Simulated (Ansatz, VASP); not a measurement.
# Cross-check of NaCdCuS2 between VASP and Ansatz, part 2 of 2

One calculation is typed for both programs; each brings its own data sets and cutoff. How far apart do they land? The cell is invented: As first built, before any earlier steps moved the atoms (in the runner's words): it takes the NaLiCdS2 structure with some of its atoms replaced by other elements, volume scaled by an estimate. It may not be a known or stable phase. The cell is taken from a series of VASP runs on this material, whose earlier steps may have relaxed, scaled or displaced it; both programs get it as it stands.

VASP 6.6.1 and Ansatz 0.2.0.

So far: The starting structure; VASP: relaxation of cell and atoms, BLYP with D3(BJ); Ansatz: relaxation of cell and atoms, BLYP with D3(BJ).

### Step 4. Differences

Known differences besides the potentials themselves: both relaxations stop at a tolerance, which leaves soft axes loose, and VASP keeps its plane-wave basis; the data sets hold 60 valence electrons in Ansatz (default PAW (the set named soft_2) files) and 42 in VASP; the cutoff is 420 eV in Ansatz and 400 eV in VASP; Ansatz makes its cores anew for this functional, VASP keeps those of its PBE data sets; VASP leaves aspherical gradient terms in its spheres out (LASPH is not set), Ansatz keeps them; VASP's log shows a relativistic correction to its local exchange, Ansatz's none; Ansatz adds a Pulay correction to the stress that steers its cell, VASP none. Total energies have different zeros and are not compared.

Both answers:

```
                                         quantity  Ansatz   VASP  difference
                                      volume (Å³)   96.54  96.18     +0.37 %
edge a after relaxation, in the typed setting (Å)   3.946  3.945     +0.02 %
edge c after relaxation, in the typed setting (Å)   7.160  7.137     +0.33 %
```

The walks stopped with -0.01 GPa left in Ansatz and 0.01 GPa in VASP; each walk ends within a tolerance, so the volume difference is uncertain by about these residues over the bulk modulus, most in soft cells.

### Step 5. VASP: band structure, HSE06

Levels along a path test the potential and the projectors away from the mesh points. The cell compared in this pair holds 96.18 Å³, against 96.34 Å³ for the pair before.

The run reads the wave functions of an earlier VASP run, which isn't shown here.

The input, INCAR:

```
SYSTEM = NaCdCuS2
PREC = Accurate
ENCUT = 400
EDIFF = 1E-06
NELM = 100
ISMEAR = 0
SIGMA = 0.05
LREAL = .FALSE.
ALGO = Normal
LHFCALC = .TRUE.
AEXX = 0.25
GGA = PE
HFSCREEN = 0.2
LASPH = .TRUE.
NBANDS = 27
PRECFOCK = Fast
LORBIT = 11
LWAVE = .FALSE.
LCHARG = .FALSE.
KPAR = 2
```

The input, POSCAR:

```
NaCdCuS2
1.0
    3.9446694718      0.0000000000      0.0000000000
   -1.9723347359      3.4161833978      0.0000000000
    0.0000000000      0.0000000000      7.1372133519
Cd Cu S Na
1 1 2 1
Direct
    0.0000000000      0.0000000000      0.3735315838
    0.6666666700      0.3333333300      0.7092428059
    0.6666666700      0.3333333300      0.2075360212
    0.0000000000      0.0000000000      0.7282440751
    0.3333333300      0.6666666700      0.9814465139
```

The input, KPOINTS:

```
Automatic mesh
0
Gamma
4 4 2
0 0 0
```

The input, KPOINTS_OPT:

```
Line mode
6
Line-mode
Reciprocal
  0.00000000   0.00000000   0.00000000 GAMMA
  0.50000000   0.00000000   0.00000000 M

  0.50000000   0.00000000   0.00000000 M
  0.33333333   0.33333333   0.00000000 K

  0.33333333   0.33333333   0.00000000 K
  0.00000000   0.00000000   0.00000000 GAMMA

  0.00000000   0.00000000   0.00000000 GAMMA
  0.00000000   0.00000000   0.50000000 A

  0.00000000   0.00000000   0.50000000 A
  0.50000000   0.00000000   0.50000000 L

  0.50000000   0.00000000   0.50000000 L
  0.33333333   0.33333333   0.50000000 H

  0.33333333   0.33333333   0.50000000 H
  0.00000000   0.00000000   0.50000000 A

  0.50000000   0.00000000   0.50000000 L
  0.50000000   0.00000000   0.00000000 M

  0.33333333   0.33333333   0.00000000 K
  0.33333333   0.33333333   0.50000000 H
```

PAW data sets: Cd, Cu, S and Na_pv (PBE family, release 64).

The run is started by

```console
$ mpirun -np 2 vasp_std
```

Numbers of over 12 decimals in the logs are rounded to 6 here.

Log:

```text
[banner, memory and clock lines left out]
running    2 mpi-ranks, on    1 nodes
[...]
LDA part: xc-table for (Slater+PW92), standard interpolation
 found WAVECAR, reading the header
 POSCAR, INCAR and KPOINTS ok, starting setup
[...]
reading WAVECAR
 the WAVECAR file was read successfully
 initial charge from wavefunction
 entering main loop
       N       E                     dE             d eps       ncg     rms          rms(c)
DAV:   1    -0.202946548961E+02   -0.20295E+02   -0.16665E+00   632   0.304E+01    0.258E+00
DAV:   2    -0.202134776209E+02    0.81177E-01   -0.83618E-01   568   0.264E+01    0.132E+00
DAV:   3    -0.202283897116E+02   -0.14912E-01   -0.80338E-02   504   0.206E+00    0.841E-01
DAV:   4    -0.202268212498E+02    0.15685E-02   -0.18023E-02   568   0.331E+00    0.493E-01
[...]
DAV:   9    -0.202268186034E+02    0.35990E-05   -0.23396E-06   448   0.357E-02    0.322E-02
DAV:  10    -0.202268173546E+02    0.12488E-05   -0.23779E-06   408   0.116E-02    0.191E-02
DAV:  11    -0.202268168639E+02    0.49069E-06   -0.48666E-07   328   0.678E-03
   1 F= -.20226817E+02 E0= -.20226817E+02  d E =-.701332E-19
 Start KPOINTS_OPT (optional k-point list driver)
k-point batch [1-8\54]
       N       E                     dE             ncg
DAV:   1     0.159922800822E+04   -0.42148E+04      432
DAV:   2    -0.165052690236E+04   -0.32498E+04      444
DAV:   3    -0.196983193047E+04   -0.31931E+03      549
DAV:   4    -0.198645248009E+04   -0.16621E+02      543
DAV:   5    -0.198689921828E+04   -0.44674E+00      597
DAV:   6    -0.198691839459E+04   -0.19176E-01      648
DAV:   7    -0.198691881473E+04   -0.42013E-03      592
DAV:   8    -0.198691882205E+04   -0.73225E-05      560
DAV:   9    -0.198691882226E+04   -0.20945E-06      416
[...]
k-point batch [49-54\54]
       N       E                     dE             ncg
DAV:   1     0.339950549542E+04   -0.65558E+04      324
DAV:   2     0.100892876518E+04   -0.23906E+04      327
DAV:   3     0.789876292734E+03   -0.21905E+03      407
DAV:   4     0.778761891297E+03   -0.11114E+02      424
DAV:   5     0.778435204651E+03   -0.32669E+00      400
DAV:   6     0.778423769262E+03   -0.11435E-01      464
DAV:   7     0.778423297193E+03   -0.47207E-03      456
DAV:   8     0.778423286744E+03   -0.10448E-04      376
DAV:   9     0.778423286556E+03   -0.18802E-06      296
```

Parts of OUTCAR (step 5):

```text
 POSITION                                       TOTAL-FORCE (eV/Angst)
 -----------------------------------------------------------------------------------
      0.00000      0.00000      2.66597        -0.000000      0.000000     -0.036587
      1.97233      1.13873      5.06202         0.000000      0.000000     -0.072808
      1.97233      1.13873      1.48123         0.000000     -0.000000      0.341683
      0.00000      0.00000      5.19763        -0.000000     -0.000000     -0.211605
     -0.00000      2.27746      7.00479        -0.000000     -0.000000     -0.020683
 -----------------------------------------------------------------------------------
    total drift:                                0.000010     -0.000017     -0.000562

  FREE ENERGIE OF THE ION-ELECTRON SYSTEM (eV)
  ---------------------------------------------------
  free  energy   TOTEN  =       -20.2268168639 eV

  energy  without entropy=      -20.2268168639  energy(sigma->0) =      -20.22681686

[... 3 further parts left out ...]
[key lines of the parts left out:]
E-fermi :   3.6522
```

The k-mesh is coarse for exact exchange; levels may shift by about 0.1 eV on a finer one. Spin-orbit coupling is off here; it would split degenerate levels.

### Step 6. Ansatz: band structure, HSE06

The same cell, functional, mesh and smearing now go to Ansatz, which takes its cutoff from its data sets.

The cell is taken from a series of VASP runs on this material, whose earlier steps may have relaxed, scaled or displaced it; both programs get it as it stands.

The input, input.yaml:

```yaml
crystal:
  lattice:
    - [3.9446694718, 0.0, 0.0]
    - [-1.9723347359, 3.4161833978, 0.0]
    - [0.0, 0.0, 7.1372133519]
  atoms:
    - { symbol: Cd, position: [0.0, 0.0, 0.3735315838] }
    - { symbol: Cu, position: [0.66666667, 0.33333333, 0.7092428059] }
    - { symbol: S, position: [0.66666667, 0.33333333, 0.2075360212] }
    - { symbol: S, position: [0.0, 0.0, 0.7282440751] }
    - { symbol: Na, position: [0.33333333, 0.66666667, 0.9814465139] }
hamiltonian:
  xc: { exchange: pbe, correlation: pbe, exx: { coeff: 0.25, omega: 0.2 } }
  pseudopotentials: { kind: paw }
kpoints:
  mp_grid: { grid: [4, 4, 2] }
  band_path:
    path:
      - [0.0, 0.0, 0.0]
      - [0.4, 0.0, 0.0]
      - [0.4, 0.2, 0.0]
      - [0.2, 0.2, 0.0]
      - [0.0, 0.0, 0.1]
      - [0.0, 0.0, 0.5]
      - [0.4, 0.0, 0.5]
      - [0.4, 0.2, 0.5]
      - [0.2, 0.2, 0.5]
      - [0.5, 0.0, 0.4]
      - [0.33333, 0.33333, 0.0]
      - [0.33333, 0.33333, 0.5]
    npoints: 1
scf:
  occupations: { method: gaussian, width: 0.05 }
  n_extra_bands: 8
output:
  forces: true
  stress: true
  eigenvalues: true
```

The run is started by

```console
$ ansatz run input.yaml --threads 4 --pin off --max-ram 9216MiB --backend cpu --events-out ev --progress --plain --runs-dir out
```

Log:

```text
[...]
--- Band table (eV; the first three rows and the last of 8) ---
  k-point 0: bands = [... 26 lower, 6.4587, 6.4587, 8.1529, 8.1529, 9.5330, 11.3377, 14.2057, 15.0324, ... 4 higher]
  k-point 1: bands = [... 26 lower, 6.4801, 6.4801, 8.1224, 8.1224, 10.7617, 11.2959, 13.3498, 14.9476, ... 4 higher]
  k-point 2: bands = [... 26 lower, 5.9522, 6.2517, 6.3557, 7.1810, 11.0562, 12.4739, 13.2343, 14.6642, ... 4 higher]
  k-point 7: bands = [... 26 lower, 5.1832, 5.7498, 6.0866, 6.3525, 11.4579, 11.8699, 13.4323, 14.6067, ... 4 higher]
[key lines of the parts left out:]
Free energy (F): -18177.758669 eV
Fermi energy:    8.843626 eV
P = ⅓ Tr σ = 2.4401 GPa (24.401 kbar)
```

The job ended after 47 s (4 threads of Arm Neoverse V1, shared host; peak memory 1.2 GiB; 2.9 min of CPU time).

### Step 7. Side by side

What differs besides the data sets and the points named for the pairs above, as far as they apply: exact exchange at q = 0 is treated differently, which shows on coarse meshes; VASP keeps PBE cores, Ansatz makes them for the functional; VASP takes a coarser grid for exact exchange (PRECFOCK = Fast). Total energies have different zeros and are not compared.

Compared:

```
                     quantity  Ansatz   VASP  difference
gap over the path points (eV)   1.380  1.392      -0.012
```

Forces (eV/Å; atoms numbered as in POSCAR):

```
atom        Ansatz x, y, z          VASP x, y, z
 Cd1  0.000, 0.000, -0.042  0.000, 0.000, -0.037
 Cu2  0.000, 0.000, -0.071  0.000, 0.000, -0.073
  S3   0.000, 0.000, 0.372   0.000, 0.000, 0.342
  S4  0.000, 0.000, -0.239  0.000, 0.000, -0.212
 Na5  0.000, 0.000, -0.020  0.000, 0.000, -0.021
```

Levels at points of the path, from each program's valence-band top (eV; 4 filled, then empty):

```
k (reciprocal lattice)                                  Ansatz                                    VASP
     0.000 0.000 0.000    -1.69 -1.69 0.00 0.00 1.38 3.19 6.05    -1.69 -1.69 0.00 0.00 1.39 3.19 6.06
     0.400 0.000 0.000  -2.72 -2.58 -1.85 -1.68 3.41 3.88 4.28  -2.71 -2.58 -1.85 -1.68 3.42 3.88 4.28
     0.400 0.200 0.000  -3.04 -2.85 -2.45 -1.87 3.93 4.34 5.25  -3.04 -2.85 -2.45 -1.87 3.93 4.34 5.25
     0.200 0.200 0.000  -2.87 -2.41 -1.90 -1.75 3.63 4.79 5.42  -2.87 -2.40 -1.90 -1.75 3.64 4.79 5.42
     0.000 0.000 0.100    -1.69 -1.69 0.00 0.00 1.49 3.19 5.96    -1.68 -1.68 0.00 0.00 1.50 3.19 5.97
     0.000 0.000 0.500  -1.67 -1.67 -0.03 -0.03 2.61 3.14 5.20  -1.66 -1.66 -0.03 -0.03 2.63 3.14 5.20
     0.400 0.000 0.500  -2.49 -2.27 -1.86 -1.77 3.03 3.22 4.68  -2.49 -2.27 -1.86 -1.77 3.03 3.22 4.67
     0.400 0.200 0.500  -2.99 -2.52 -2.00 -1.75 3.33 3.35 5.19  -2.99 -2.51 -2.00 -1.75 3.32 3.35 5.20
     0.200 0.200 0.500  -2.72 -2.28 -1.94 -1.82 3.34 4.06 5.57  -2.71 -2.28 -1.93 -1.82 3.35 4.05 5.57
     0.500 0.000 0.400  -2.58 -2.27 -1.94 -1.80 2.79 3.27 4.53  -2.58 -2.27 -1.94 -1.80 2.78 3.27 4.53
```

The forces differ by 11 meV/Å r.m.s., which is 10.0 % of the r.m.s. force of 0.11 eV/Å (both taken over all components). Among the levels compared at these points, filled levels agree within 9 meV and empty ones within 25 meV.

### Step 8. Summary of results

```
difference in volume (relaxation of cell and atoms, BLYP with D3(BJ)) : 0.37 %
difference in gap over the path points (band structure, HSE06)        : -0.012 eV
r.m.s. force difference (band structure, HSE06)                       : 11 meV/Å
```

What this shows: The r.m.s. force difference is 11 meV/Å (band structure, HSE06), within the 12 meV/Å picked in this series as the mark of a large difference. How closely two codes agree says nothing of how well the functional describes the real material.

[Lines on the potential files, build, host, timing and source positions are cut from VASP's logs without a mark.]

[Logs are printed without paths, hosts, clocks, repeated set-up lines and the standing remarks that a program may print on its own settings, such as how far it seeks lower states.]

[Hosts, paths, dates, database ids (printed as entryN), source tags and the programs' standing remarks are cut or masked in the printed files.]
